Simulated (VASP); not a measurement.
```
CELL_PARAMETERS angstrom
      4.33750     0.00000     0.00000
     -2.16875     3.75639     0.00000
      0.00000     0.00000     7.78735
ATOMIC_POSITIONS crystal
  Pr 0.00000 0.00000 0.50000
  Pr 0.00000 0.00000 0.00000
  As 0.66667 0.33333 0.25000
  As 0.33333 0.66667 0.75000
  Pd 0.66667 0.33333 0.75000
  Pd 0.33333 0.66667 0.25000
```

Computed with PBEsol GGA, VASP's PBE PAW potentials (set 64) (plane waves; VASP). Settings: 400 eV cut-off, Gaussian smearing of 0.050 eV, potentials Pr_3 As Pd.

The 4f electrons are frozen in the core of the lanthanide potential, so 4f levels, which can set the real gap, and their magnetism are missing.

Q: Give the energies of bands 17 to 30 at the high-symmetry points, in eV from the Fermi level.

A: 
| band | Γ | M | K | A | L | H |
|---|---|---|---|---|---|---|
| 17 | -3.83 | -3.73 | -3.73 | -3.54 | -3.49 | -3.79 |
| 18 | -3.83 | -3.55 | -3.64 | -3.54 | -3.49 | -3.79 |
| 19 | -3.14 | -3.26 | -3.15 | -3.54 | -3.40 | -3.15 |
| 20 | -3.14 | -3.25 | -3.13 | -3.54 | -3.40 | -3.15 |
| 21 | -2.73 | -3.12 | -3.13 | -2.07 | -3.00 | -3.06 |
| 22 | -1.22 | -2.94 | -2.83 | -2.07 | -3.00 | -3.06 |
| 23 | -0.94 | -2.77 | -2.83 | -0.10 | -2.18 | -2.96 |
| 24 | -0.94 | -1.60 | -2.45 | -0.10 | -2.18 | -2.96 |
| 25 | -0.13 | -1.35 | -1.55 | -0.10 | -1.03 | -1.00 |
| 26 | 1.13 | -1.19 | -1.55 | -0.10 | -1.03 | -1.00 |
| 27 | 1.13 | -0.12 | 1.22 | 0.60 | 0.02 | 0.26 |
| 28 | 1.38 | 0.09 | 1.22 | 0.60 | 0.02 | 0.26 |
| 29 | 1.38 | 2.77 | 1.69 | 1.92 | 2.45 | 2.53 |
| 30 | 1.41 | 2.85 | 1.82 | 1.92 | 2.45 | 2.53 |

It has no gap at this level: it comes out as a metal or semimetal.

The structure comes from a computed database's PrAsPd entry (P6_3/mmc); how it stands against other phases isn't given here. It was relaxed first.
